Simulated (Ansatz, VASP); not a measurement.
# One calculation of Ga3Mo, two programs

```
CELL_PARAMETERS angstrom
4.03966 0.00000 0.00000
0.00000 4.03966 0.00000
0.00000 0.00000 4.03966
ATOMIC_POSITIONS crystal
Ga 0.00000 0.50000 0.50000
Ga 0.50000 0.00000 0.50000
Ga 0.50000 0.50000 0.00000
Mo 0.00000 0.00000 0.00000
```

Alike in both runs: task relaxation of cell and atoms; functional PBE; k mesh 4 × 4 × 4; occupations gaussian, width 0.1 eV; no spin polarisation.

```csv
,VASP,Ansatz
version,VASP 6.6.1,Ansatz 0.2.0
potentials or method,"VASP PAW PBE potentials, release 64 (Ga_d, Mo_sv)","scalar-relativistic, plane waves, PAW"
plane-wave cutoff (eV),600,420
valence electrons in the cell,53,53
```

|  | VASP | Ansatz | Ansatz less VASP |
| --- | --- | --- | --- |
| gap on the k mesh at the Fermi level, each at its own relaxed structure (eV) | none | none | - |
| relaxed volume (Å³/atom) | 15.67 | 15.64 | -0.030 |
| relaxed cell length with the largest relative difference (Å) | 3.972 | 3.970 | -0.0025 |
| energy change over the relaxation (meV/atom) | -15 | -16 | -1.1 |

A gap of «none» marks a metal or a gap that the smearing closes.

Caveats: the k mesh is coarse (spacing up to 0.39 Å⁻¹), so the values aren't converged.
